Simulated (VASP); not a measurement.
A convergence study with VASP on LiCl (rock salt): one setting is varied, all else stays as given below, so the limit is that of these other settings. Each run relaxes cell and ions from the cell shown.

```
CELL_PARAMETERS angstrom
      0.00000     2.57000     2.57000
      2.57000     0.00000     2.57000
      2.57000     2.57000     0.00000
ATOMIC_POSITIONS crystal
  Li 0.00000 0.00000 0.00000
  Cl 0.50000 0.50000 0.50000
```

The numbers are results of PBE GGA, VASP's PBE PAW potentials (set 64) (plane waves; VASP), not measurements. The tightest run used: 700 eV cut-off, 13×13×13 Γ-centred mesh, Gaussian smearing of 0.050 eV, potentials Li_sv Cl.

Gaps are read on the run's mesh, which can miss a band edge.

```tsv
setting	relaxed volume (Å³/atom)	E (eV/atom)	gap on the mesh (eV)	irreducible k-points
2×2×2 mesh	19.714	-3.4673	5.452	3
3×3×3 mesh	17.382	-3.6674	6.155	4
4×4×4 mesh	17.070	-3.6891	6.267	8
```

Question: These are the cheaper rows. Estimate the results at 13×13×13 mesh, and how far the last row shown lies from them.

Answer: 
```json
[
 {"quantity": "relaxed volume (Å³/atom)", "tightest run": "16.996", "last row shown is off by": "0.074"},
 {"quantity": "E (eV/atom)", "tightest run": "-3.6922", "last row shown is off by": "0.0032"},
 {"quantity": "gap on the mesh (eV)", "tightest run": "6.291", "last row shown is off by": "-0.024"}
]
```

Left out are rungs that failed or repeat a setting and relaxations that didn't move; long series are thinned to 24 rows.

The compound is LiCl in the rock salt structure.
